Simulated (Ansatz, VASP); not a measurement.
## TiAs in two plane-wave programs

One calculation is typed for both programs; each brings its own data sets and cutoff. How far apart do they land?

Calculated with Ansatz 0.2.0; plane waves, with VASP 6.6.1 beside it; single point at PBEsol.

The database entry behind the starting cell differs from later determinations by our own check (an axis about 2.0 % long against later determinations), so it need not match the best structure at ambient conditions.

## (1) Starting point

It takes space group P6_3/mmc (No. 194, hexagonal). Conventional cell: a = 3.598 Å, b = 3.598 Å, c = 11.961 Å, α = 90.00°, β = 90.00°, γ = 120.00°. As has 6 Ti at 2.61 Å nearest. Nearest to As lie 6 Ti at 2.51 Å. Nearest to Ti lie 6 As at 2.51 to 2.61 Å. Farther neighbours are not listed.

## (2) Ansatz: single point, PBEsol

Ansatz runs on its default PAW (the set named soft_2) files.

A single point gives forces, pressure and levels at one fixed geometry, so differences don't come from the geometry; what else differs is listed under the comparison.

input.yaml reads:

```yaml
crystal:
  lattice:
    - [7.196804506, 0.0, 0.0]
    - [-3.598402253, 6.2326155282, 0.0]
    - [0.0, 0.0, 11.9612722151]
  atoms:
    - { symbol: As, position: [0.3333333334, 0.1666666666, 0.25] }
    - { symbol: As, position: [0.3333333334, 0.6666666666, 0.25] }
    - { symbol: As, position: [0.8333333334, 0.1666666666, 0.25] }
    - { symbol: As, position: [0.8333333334, 0.6666666666, 0.25] }
    - { symbol: As, position: [0.1666666666, 0.3333333334, 0.75] }
    - { symbol: As, position: [0.1666666666, 0.8333333333, 0.75] }
    - { symbol: As, position: [0.6666666666, 0.3333333334, 0.75] }
    - { symbol: As, position: [0.6666666666, 0.8333333333, 0.75] }
    - { symbol: As, position: [0.0, 0.0, 0.5] }
    - { symbol: As, position: [0.0, 0.5, 0.5] }
    - { symbol: As, position: [0.5, 0.0, 0.5] }
    - { symbol: As, position: [0.5, 0.5, 0.5] }
    - { symbol: As, position: [0.0, 0.0, 0.0] }
    - { symbol: As, position: [0.0, 0.5, 0.0] }
    - { symbol: As, position: [0.5, 0.0, 0.0] }
    - { symbol: As, position: [0.5, 0.5, 0.0] }
    - { symbol: Ti, position: [0.3333333334, 0.1666666666, 0.8826302581] }
    - { symbol: Ti, position: [0.3333333334, 0.6666666666, 0.8826302581] }
    - { symbol: Ti, position: [0.8333333334, 0.1666666666, 0.8826302581] }
    - { symbol: Ti, position: [0.8333333334, 0.6666666666, 0.8826302581] }
    - { symbol: Ti, position: [0.1666666666, 0.3333333334, 0.3826302581] }
    - { symbol: Ti, position: [0.1666666666, 0.8333333333, 0.3826302581] }
    - { symbol: Ti, position: [0.6666666666, 0.3333333334, 0.3826302581] }
    - { symbol: Ti, position: [0.6666666666, 0.8333333333, 0.3826302581] }
    - { symbol: Ti, position: [0.3333333334, 0.1666666666, 0.6173697419] }
    - { symbol: Ti, position: [0.3333333334, 0.6666666666, 0.6173697419] }
    - { symbol: Ti, position: [0.8333333334, 0.1666666666, 0.6173697419] }
    - { symbol: Ti, position: [0.8333333334, 0.6666666666, 0.6173697419] }
    - { symbol: Ti, position: [0.1666666666, 0.3333333334, 0.1173697419] }
    - { symbol: Ti, position: [0.1666666666, 0.8333333333, 0.1173697419] }
    - { symbol: Ti, position: [0.6666666666, 0.3333333334, 0.1173697419] }
    - { symbol: Ti, position: [0.6666666666, 0.8333333333, 0.1173697419] }
hamiltonian:
  xc: pbesol
  pseudopotentials: { kind: paw }
kpoints:
  mp_grid: { grid: [4, 4, 2] }
scf:
  occupations: { method: methfessel_paxton, width: 0.2 }
  n_extra_bands: 12
output:
  forces: true
  stress: true
  eigenvalues: true
```

The run is started by

```console
$ ansatz run input.yaml --threads 8 --pin off --max-ram 18432MiB --backend cpu --events-out ev --progress --plain --runs-dir out
```

Numbers of over 12 decimals in the logs are rounded to 6 here.

Output:

```text
scf.n_extra_bands = 12 over 216 filled bands (N_el = 432.0): the run solves 228 bands
Engine: ansatz 0.2.0, aarch64-unknown-linux-gnu
Pseudopotentials: kind: paw
Pseudopotential: As, paw, valence charge 15, recommended cutoff 420 eV (normal), As.paw.azcp
Pseudopotential: Ti, paw, valence charge 12, recommended cutoff 420 eV (normal), Ti.paw.azcp
Functional definition: PBEsol
  exchange = pbesol_x
  correlation = pbesol_c
Crystal: 32 atoms, lattice volume = 536.522 Å³
Basis set: ecut = 420 eV, 10419 PW (Γ), exchange–correlation on 100×100×160 points (8 copies of the dense FFT grid, shifted against one another)
Bands: 228, of which v1, the nominal top of the filled ones, is band 216 counted from 1 (215 counted from 0)
Symmetry: 96 space group operations
Space group: P63/mmc (ITA 194), of the structure as read, at distance tolerance 8.1e-5 Å
k-points: 8 of 32
Non-local potential: As, projectors of the file, l = 0: 2, l = 1: 2, l = 2: 3, l = 3: 1
Non-local potential: Ti, projectors of the file, l = 0: 3, l = 1: 2, l = 2: 3, l = 3: 1
PAW form: soft (Blöchl's): semilocal exchange-correlation on the pseudo side does not see the compensation charge
PAW frozen core: As, regenerated for the run's functional, and the local potential with it (the file was generated under x = pbe(κ = 0.804, μ = 0.219515), c = pbe(β = 0.066725))
PAW frozen core: Ti, regenerated for the run's functional, and the local potential with it (the file was generated under x = pbe(κ = 0.804, μ = 0.219515), c = pbe(β = 0.066725))
PAW one-centre angular grid: As, 590 points (default); XC on 64 Gauss nodes
PAW one-centre angular grid: Ti, 590 points (default); XC on 64 Gauss nodes
Initial density: superposition of atomic densities (neutral atoms: chi_scale 0, normalization atom), corrected by the library's trained network
Initial wavefunctions: pseudopotential atomic-orbital guess
Functional: x = pbesol(κ = 0.804, μ = 0.123457), c = pbesol(β = 0.046)
SCF iter   1: F=—  HF=-116622.426714 eV  |F-HF|=—  |Δ(HF+E_count)|=         —  Δρ=5.88e-3  dr2=1.69e-1  ethr=1.77e-3  ⟨swp⟩=4.5  Hψ=6509  notcnv=0
preconditioner: auto → Kerker (q_TF=auto, 2.632 Å⁻¹)  [metal: Δε(μ)=0.035 eV  Ē_g=5.485 eV  σ=0.200 eV  W_gap=0.14  n_scr=148 (ndim 8)  ℏωp=19.2 eV  f_vac=0.000  D(μ)=18.41/eV (n_scr^D=134)]
SCF iter   2: F=—  HF=-116622.374566 eV  |F-HF|=—  |Δ(HF+E_count)|=   5.21e-2  S|Δr|=    0.00e0  Δρ=1.82e-3  dr2=1.54e-2  ethr=3.92e-5  ⟨swp⟩=2.6  Hψ=3717  notcnv=0
SCF iter   3: F=—  HF=-116622.373022 eV  |F-HF|=—  |Δ(HF+E_count)|=   1.54e-3  S|Δr|=    0.00e0  Δρ=9.91e-4  dr2=5.00e-3  ethr=3.56e-6  ⟨swp⟩=2.2  Hψ=3430  notcnv=0
SCF iter   4: F=—  HF=-116622.372525 eV  |F-HF|=—  |Δ(HF+E_count)|=   4.97e-4  S|Δr|=    0.00e0  Δρ=2.59e-4  dr2=5.55e-4  ethr=1.16e-6  ⟨swp⟩=2.0  Hψ=3429  notcnv=0
SCF iter   5: F=—  HF=-116622.372251 eV  |F-HF|=—  |Δ(HF+E_count)|=   2.74e-4  S|Δr|=    0.00e0  Δρ=9.22e-5  dr2=4.67e-5  ethr=1.28e-7  ⟨swp⟩=2.0  Hψ=3433  notcnv=0
SCF iter   6: F=—  HF=-116622.371770 eV  |F-HF|=—  |Δ(HF+E_count)|=   4.81e-4  S|Δr|=    0.00e0  Δρ=2.55e-5  dr2=6.16e-6  ethr=1.08e-8  ⟨swp⟩=2.0  Hψ=2367  notcnv=0
SCF iter   7: F=—  HF=-116622.371769 eV  |F-HF|=—  |Δ(HF+E_count)|=   8.75e-7  S|Δr|=    0.00e0  Δρ=6.66e-6  dr2=4.37e-7  ethr=1.43e-9  ⟨swp⟩=2.0  Hψ=2373  notcnv=0
SCF iter   8: F=—  HF=-116622.371769 eV  |F-HF|=—  |Δ(HF+E_count)|=   6.61e-8  S|Δr|=    0.00e0  Δρ=2.60e-6  dr2=1.03e-7  ethr=2.31e-11  ⟨swp⟩=4.0  Hψ=6924  notcnv=0
SCF iter   9: F=-116622.371769 eV  HF=-116622.371769 eV  |F-HF|=2.18e-8  |Δ(HF+E_count)|=   2.24e-8  S|Δr|=    0.00e0  Δρ=1.01e-6  dr2=1.48e-8  ethr=2.31e-11  ⟨swp⟩=4.0  Hψ=6508  notcnv=0
SCF 1 converged in 9 iterations: F = -116622.371769 eV  dr2 = 1.48e-8
  greatest PAW one-centre occupation: 0.999 electrons in one spin orbital (limit 2), on the As atom at site 15 (counted from 0), in its partial waves of l = 2
SCF converged after 9 iterations
Stability not checked: this state was not tested for a lower state beside it, because cold or Methfessel-Paxton smearing, or corrected tetrahedra, fill the levels in a way that the test cannot read (fill_not_monotonic; see scf.lower_state_search)
Free energy (F): -116622.371769 eV
Harris-Foulkes:  -116622.371769 eV  (|F-HF|=2.18e-8)
Internal energy: -116622.335645 eV  (E = F + TS)
E sigma→0 (E₀):  -116622.362738 eV
Entropy (-TS):   -0.036123 eV (-1.129 meV/atom)
Fermi energy:    14.139809 eV
--- Per-component energies (eV) ---
  E_band       = -5313.352131
  E_kinetic    = 6061.971728
  E_local      = -36453.023245  (includes V_loc(G=0)·N_el)
  E_nonlocal   = -10535.750141
  E_hartree    = 18957.472446
  E_xc         = -2839.361350
  E_vxc        = -3256.797007  (∫ρ·V_xc dr)
  E_paw        = -45057.907730  (= ΣΔE_a)
  E_vpaw       = 955.298691  (= ΣTr[D̂ρ^β])
  E_aug_tail   = 0.001988  (compensation charges beyond the density's cutoff)
  E_ewald      = -46773.432350
  E_core_change = 17.693008  (= ΣΔE_core)
  E_smearing   = -0.036123  (= −TS)
  E_closure    = 0.000000  (closes the sum)
  Σ components = -116622.371769   (vs F -116622.371769, Δ=0.00e0)
--- Forces (eV/Å), atoms counted from 1 ---
  atom   1  As    -0.00000000     0.00000000    -0.00000000
  atom   2  As    -0.00000000     0.00000000    -0.00000000
  atom   3  As    -0.00000000     0.00000000    -0.00000000
  atom   4  As    -0.00000000     0.00000000    -0.00000000
  atom   5  As     0.00000000    -0.00000000     0.00000000
  atom   6  As    -0.00000000    -0.00000000     0.00000000
  atom   7  As    -0.00000000    -0.00000000     0.00000000
  atom   8  As    -0.00000000    -0.00000000     0.00000000
  atom   9  As     0.00000000     0.00000000     0.00000000
  atom  10  As     0.00000000     0.00000000    -0.00000000
  atom  11  As     0.00000000     0.00000000     0.00000000
  atom  12  As     0.00000000     0.00000000    -0.00000000
  atom  13  As     0.00000000    -0.00000000     0.00000000
  atom  14  As     0.00000000    -0.00000000    -0.00000000
  atom  15  As     0.00000000     0.00000000    -0.00000000
  atom  16  As     0.00000000    -0.00000000     0.00000000
  atom  17  Ti    -0.00000000    -0.00000000     0.11590826
  atom  18  Ti    -0.00000000    -0.00000000     0.11590826
  atom  19  Ti    -0.00000000    -0.00000000     0.11590826
  atom  20  Ti    -0.00000000    -0.00000000     0.11590826
  atom  21  Ti    -0.00000000    -0.00000000     0.11590826
  atom  22  Ti    -0.00000000    -0.00000000     0.11590826
  atom  23  Ti    -0.00000000     0.00000000     0.11590826
  atom  24  Ti    -0.00000000    -0.00000000     0.11590826
  atom  25  Ti     0.00000000    -0.00000000    -0.11590826
  atom  26  Ti     0.00000000     0.00000000    -0.11590826
  atom  27  Ti     0.00000000     0.00000000    -0.11590826
  atom  28  Ti     0.00000000     0.00000000    -0.11590826
  atom  29  Ti     0.00000000     0.00000000    -0.11590826
  atom  30  Ti     0.00000000    -0.00000000    -0.11590826
  atom  31  Ti     0.00000000     0.00000000    -0.11590826
  atom  32  Ti     0.00000000     0.00000000    -0.11590826
  max |Σ_I F_I| component: 5.55e-17 eV/Å
--- Stress (GPa, compression-positive) ---
       -0.039805       0.000000      -0.000000
        0.000000      -0.039805       0.000000
       -0.000000       0.000000       0.112535
  P = ⅓ Tr σ = 0.0110 GPa (0.110 kbar)
--- Band table (eV; the first three rows and the last of 8) ---
  k-point 0: bands = [... 212 lower, 13.8295, 13.8295, 13.9381, 13.9381, 14.4515, 14.4515, 14.4515, 14.5293, ... 8 higher]
  k-point 1: bands = [... 212 lower, 13.1509, 13.1509, 13.9868, 13.9868, 13.9868, 13.9868, 14.8179, 14.8179, ... 8 higher]
  k-point 2: bands = [... 212 lower, 13.5118, 13.5766, 13.5766, 14.0736, 14.1078, 14.4475, 14.4785, 14.5094, ... 8 higher]
  k-point 7: bands = [... 212 lower, 13.6140, 13.6140, 14.1593, 14.1593, 14.2482, 14.2482, 14.7624, 14.7624, ... 8 higher]
```

Wall time 19 s (8 threads of Arm Neoverse N1, shared host); peak memory 4.7 GiB; 2.5 min of CPU time.

The run ends at a pressure of 0.01 GPa, with forces up to 0.12 eV/Å.

## (3) VASP: single point, PBEsol

The same cell, functional, mesh and smearing now go to VASP, with its own data sets and cutoff.

Lines of VASP's logs that name or quote its potential files are left out, and so is its time.

INCAR reads:

```
SYSTEM = TiAs
PREC = Normal
ENCUT = 300
EDIFF = 1E-05
NELM = 120
ISMEAR = 1
SIGMA = 0.2
LREAL = Auto
ALGO = Fast
GGA = PS
NBANDS = 96
LASPH = .TRUE.
LORBIT = 11
LWAVE = .FALSE.
LCHARG = .FALSE.
KPAR = 4
NCORE = 2
```

POSCAR reads:

```
TiAs
1.0
    7.1968045060      0.0000000000      0.0000000000
   -3.5984022530      6.2326155282      0.0000000000
    0.0000000000      0.0000000000     11.9612722151
As Ti
16 16
Direct
    0.3333333334      0.1666666666      0.2500000000
    0.3333333334      0.6666666666      0.2500000000
    0.8333333334      0.1666666666      0.2500000000
    0.8333333334      0.6666666666      0.2500000000
    0.1666666666      0.3333333334      0.7500000000
    0.1666666666      0.8333333333      0.7500000000
    0.6666666666      0.3333333334      0.7500000000
    0.6666666666      0.8333333333      0.7500000000
    0.0000000000      0.0000000000      0.5000000000
    0.0000000000      0.5000000000      0.5000000000
    0.5000000000      0.0000000000      0.5000000000
    0.5000000000      0.5000000000      0.5000000000
    0.0000000000      0.0000000000      0.0000000000
    0.0000000000      0.5000000000      0.0000000000
    0.5000000000      0.0000000000      0.0000000000
    0.5000000000      0.5000000000      0.0000000000
    0.3333333334      0.1666666666      0.8826302581
    0.3333333334      0.6666666666      0.8826302581
    0.8333333334      0.1666666666      0.8826302581
    0.8333333334      0.6666666666      0.8826302581
    0.1666666666      0.3333333334      0.3826302581
    0.1666666666      0.8333333333      0.3826302581
    0.6666666666      0.3333333334      0.3826302581
    0.6666666666      0.8333333333      0.3826302581
    0.3333333334      0.1666666666      0.6173697419
    0.3333333334      0.6666666666      0.6173697419
    0.8333333334      0.1666666666      0.6173697419
    0.8333333334      0.6666666666      0.6173697419
    0.1666666666      0.3333333334      0.1173697419
    0.1666666666      0.8333333333      0.1173697419
    0.6666666666      0.3333333334      0.1173697419
    0.6666666666      0.8333333333      0.1173697419
```

KPOINTS reads:

```
Automatic mesh
0
Gamma
4 4 2
0 0 0
```

The projector-augmented-wave data sets are As and Ti (PBE family, release 64).

The run is started by

```console
$ mpirun -np 8 vasp_std
```

Output:

```text
[banner, memory and clock lines left out]
running    8 mpi-ranks, on    1 nodes
[...]
|                                                                             |
|               ----> ADVICE to this user running VASP <----                  |
|                                                                             |
|     You enforced a specific xc type in the INCAR file but a different       |
|     [... a line on the potential file left out ...]
|     I HOPE YOU KNOW WHAT YOU ARE DOING!                                     |
|                                                                             |

 LDA part: xc-table for (Slater+PW92), standard interpolation
 POSCAR, INCAR and KPOINTS ok, starting setup
[...]
entering main loop
       N       E                     dE             d eps       ncg     rms          rms(c)
DAV:   1     0.755236734882E+03    0.75524E+03   -0.34426E+04  1536   0.849E+02
DAV:   2    -0.107171569264E+03   -0.86241E+03   -0.82691E+03  1536   0.251E+02
DAV:   3    -0.272176603531E+03   -0.16501E+03   -0.16095E+03  2160   0.103E+02
DAV:   4    -0.280323233139E+03   -0.81466E+01   -0.80652E+01  1992   0.248E+01
[...]
RMM:  24    -0.245333938970E+03    0.10583E-04   -0.82980E-05  1677   0.196E-02    0.378E-02
RMM:  25    -0.245333911045E+03    0.27924E-04   -0.66618E-05  1668   0.231E-02    0.217E-02
RMM:  26    -0.245333905539E+03    0.55063E-05   -0.74125E-05  1653   0.156E-02
   1 F= -.24533391E+03 E0= -.24532297E+03  d E =-.328038E-01
```

Parts of OUTCAR (step 3):

```text
  Total       -0.0219996     -0.0219996      0.2669213     -0.0000000     -0.0000000      0.0000000
  in kB       -0.0656959     -0.0656959      0.7970882     -0.0000000     -0.0000000      0.0000000
  external PRESSURE =       0.2218988 kB  Pullay stress =       0.0000000 kB

 POSITION                                       TOTAL-FORCE (eV/Angst)
 -----------------------------------------------------------------------------------
      1.79920      1.03877      2.99032         0.000000     -0.000000      0.000000
      0.00000      4.15508      2.99032         0.000000     -0.000000      0.000000
      5.39760      1.03877      2.99032         0.000000     -0.000000      0.000000
      3.59840      4.15508      2.99032         0.000000     -0.000000      0.000000
     -0.00000      2.07754      8.97095        -0.000000      0.000000      0.000000
     -1.79920      5.19385      8.97095        -0.000000     -0.000000      0.000000
      3.59840      2.07754      8.97095        -0.000000      0.000000      0.000000
      1.79920      5.19385      8.97095        -0.000000      0.000000      0.000000
      0.00000      0.00000      5.98064         0.000000      0.000000      0.000000
     -1.79920      3.11631      5.98064         0.000000      0.000000      0.000000
      3.59840      0.00000      5.98064         0.000000      0.000000      0.000000
      1.79920      3.11631      5.98064         0.000000      0.000000      0.000000
      0.00000      0.00000      0.00000         0.000000      0.000000      0.000000
     -1.79920      3.11631      0.00000         0.000000      0.000000      0.000000
[...]
-----------------------------------------------------------------------------------
    total drift:                               -0.000000      0.000000      0.000000

  FREE ENERGIE OF THE ION-ELECTRON SYSTEM (eV)
  ---------------------------------------------------
  free  energy   TOTEN  =      -245.3339055390 eV

  energy  without entropy=     -245.3011016993  energy(sigma->0) =     -245.32297093

[... 3 further parts left out ...]
[key lines of the parts left out:]
E-fermi :   5.3843
```

The k-mesh is coarse for a metal. The data set Ti keeps the semicore shell frozen, which is cheaper and a little less accurate.

## (4) Differences

Known differences besides the PAW data sets themselves: the data sets hold 432 valence electrons in Ansatz (default PAW (the set named soft_2) files) and 144 in VASP; the cutoff is 420 eV in Ansatz and 300 eV in VASP (PREC = Normal, projectors in real space); Ansatz makes its cores anew for this functional, VASP keeps those of its PBE data sets. Total energies have different zeros and are not compared.

Compared:

```
      quantity  Ansatz  VASP  difference
pressure (GPa)    0.01  0.02       -0.01
```

Forces on 10 of the 32 atoms, picked by the larger force of the two programs (eV/Å; atoms numbered as in POSCAR):

```
atom        Ansatz x, y, z          VASP x, y, z
Ti17   0.000, 0.000, 0.116   0.000, 0.000, 0.071
Ti18   0.000, 0.000, 0.116   0.000, 0.000, 0.071
Ti21   0.000, 0.000, 0.116   0.000, 0.000, 0.071
Ti22   0.000, 0.000, 0.116   0.000, 0.000, 0.071
Ti23   0.000, 0.000, 0.116   0.000, 0.000, 0.071
Ti24   0.000, 0.000, 0.116   0.000, 0.000, 0.071
Ti29  0.000, 0.000, -0.116  0.000, 0.000, -0.071
Ti30  0.000, 0.000, -0.116  0.000, 0.000, -0.071
Ti31  0.000, 0.000, -0.116  0.000, 0.000, -0.071
Ti32  0.000, 0.000, -0.116  0.000, 0.000, -0.071
```

The forces differ by 18 meV/Å r.m.s., which is 63.7 % of the r.m.s. force of 0.03 eV/Å (both taken over all components). Ansatz's pressure holds a Pulay correction of 0.02 GPa; VASP's holds none.

## (5) Further runs

The difference is large enough to ask for its cause, so further runs change the set-up of one program at a time, as the table lists.

```
                                                           run  r.m.s. force difference (meV/Å)
                                                      as above                               18
cores kept as stored, as VASP does, whose cores stay as stored                               18
                       Ansatz's larger PAW set (cutoff 910 eV)                               18
                   norm-conserving potentials (cutoff 1143 eV)                               18
```

## (6) Outcome

| Property | Result |
| --- | --- |
| r.m.s. force difference (single point, PBEsol) | 18 meV/Å |

**Reading.** The r.m.s. force difference is 18 meV/Å (single point, PBEsol), beyond the 12 meV/Å picked in this series as the mark of a large difference. For single point, PBEsol: no further run halves the r.m.s. force difference; only Ansatz's side was varied, and Ansatz's runs with other potentials lie closer to each other than to VASP, which for this quantity points to VASP's side; this was not tested here. How closely two codes agree says nothing of how well the functional describes the real material.

[Lines on the potential files, build, host, timing and source positions are cut from VASP's logs without a mark.]

[Logs are printed without paths, hosts, clocks, repeated set-up lines and the standing remarks that a program may print on its own settings, such as how far it seeks lower states.]

[Hosts, paths, dates, database ids (printed as entryN), source tags and the programs' standing remarks are cut or masked in the printed files.]
